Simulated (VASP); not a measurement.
A convergence study with VASP on MgTe (zinc blende): a few settings are varied, all else stays as given below, so the limit is that of these other settings.

```
MgTe
1.0
    0.00000     3.21000     3.21000
    3.21000     0.00000     3.21000
    3.21000     3.21000     0.00000
Mg Te
1 1
Cartesian
  0.00000   0.00000   0.00000
  1.60500   1.60500   1.60500
```

Calculation: PBE GGA, VASP's PBE PAW potentials (set 64) (plane waves; VASP). The last row used: 550 eV cut-off, 14×14×14 Γ-centred mesh, second-order Methfessel-Paxton smearing of 0.40 eV, potentials Mg Te.

Gaps are read on the run's mesh, which can miss a band edge.

```csv
setting,E (eV/atom),pressure (GPa),gap on the mesh (eV),irreducible k-points
"ISMEAR = -1, SIGMA = 0.01, 4×4×4 mesh",-3.1808,1.65,2.498,8
"ISMEAR = -1, SIGMA = 0.2, 4×4×4 mesh",-3.1806,1.65,2.498,8
"ISMEAR = 0, SIGMA = 0.01, 4×4×4 mesh",-3.1808,1.65,2.498,8
"ISMEAR = 0, SIGMA = 0.2, 4×4×4 mesh",-3.1808,1.65,2.498,8
"ISMEAR = 1, SIGMA = 0.01, 4×4×4 mesh",-3.1808,1.65,2.498,8
"ISMEAR = 1, SIGMA = 0.2, 4×4×4 mesh",-3.1808,1.65,2.499,8
"ISMEAR = 2, SIGMA = 0.01, 4×4×4 mesh",-3.1808,1.65,2.498,8
"ISMEAR = 2, SIGMA = 0.2, 4×4×4 mesh",-3.1806,1.65,2.498,8
"ISMEAR = -1, SIGMA = 0.05, 8×8×8 mesh",-3.1957,1.52,2.503,29
"ISMEAR = -1, SIGMA = 0.2, 8×8×8 mesh",-3.1956,1.52,2.503,29
"ISMEAR = 0, SIGMA = 0.05, 8×8×8 mesh",-3.1957,1.52,2.503,29
"ISMEAR = 0, SIGMA = 0.2, 8×8×8 mesh",-3.1957,1.52,2.503,29
"ISMEAR = 1, SIGMA = 0.05, 8×8×8 mesh",-3.1957,1.52,2.503,29
"ISMEAR = 1, SIGMA = 0.2, 8×8×8 mesh",-3.1956,1.51,2.503,29
"ISMEAR = 2, SIGMA = 0.05, 8×8×8 mesh",-3.1957,1.52,2.503,29
"ISMEAR = 2, SIGMA = 0.2, 8×8×8 mesh",-3.1955,1.52,2.503,29
"ISMEAR = -1, SIGMA = 0.05, 14×14×14 mesh",-3.1957,1.52,2.503,104
"ISMEAR = -1, SIGMA = 0.4, 14×14×14 mesh",-3.1862,1.57,2.504,104
"ISMEAR = 0, SIGMA = 0.05, 14×14×14 mesh",-3.1957,1.52,2.503,104
"ISMEAR = 0, SIGMA = 0.4, 14×14×14 mesh",-3.1957,1.52,2.503,104
"ISMEAR = 1, SIGMA = 0.05, 14×14×14 mesh",-3.1957,1.52,2.503,104
"ISMEAR = 1, SIGMA = 0.4, 14×14×14 mesh",-3.1954,1.47,2.504,104
"ISMEAR = 2, SIGMA = 0.05, 14×14×14 mesh",-3.1957,1.52,2.503,104
"ISMEAR = 2, SIGMA = 0.4, 14×14×14 mesh",-3.1956,1.50,2.504,104
```

Left out are rungs that failed or repeat a setting and relaxations that didn't move; long series are thinned to 24 rows.

The compound is MgTe in the zinc blende structure, whereas wurtzite is the usual form. The cell was not relaxed at this level.
